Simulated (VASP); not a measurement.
```xyz
2
Lattice="0.0000 3.2264 3.2264 3.2264 0.0000 3.2264 3.2264 3.2264 0.0000" Properties=species:S:1:pos:R:3 pbc="T T T"
Zr     0.0000     0.0000     0.0000
Sb     1.6132     1.6132     1.6132
```

These are PBEsol GGA, VASP's PBE PAW potentials (set 64) (plane waves; VASP) values and carry that method's errors. Settings: 400 eV cut-off, Gaussian smearing of 0.050 eV, potentials Zr_sv Sb.

**Question.** Give the energies of bands 6 to 11 at the high-symmetry points, in eV from the Fermi level.

**Answer.** 
```csv
band,Γ,X,U,L,W
6,-2.53,-3.92,-3.48,-3.63,-3.10
7,-2.53,-1.63,-2.43,-2.23,-2.95
8,-2.53,-1.63,-1.81,-2.23,-1.67
9,0.49,-0.57,-0.48,0.74,-0.61
10,0.49,0.76,0.64,0.74,0.48
11,2.16,1.01,0.90,0.76,0.96
```

It has no gap at this level: it comes out as a metal or semimetal.

The structure was generated: ZrSb was put into the zinc blende type (F-43m), which need not be its known phase. It was relaxed first, which changed the volume by -30 %. The electron count is odd and the run is not spin-polarised, which forces a metal.
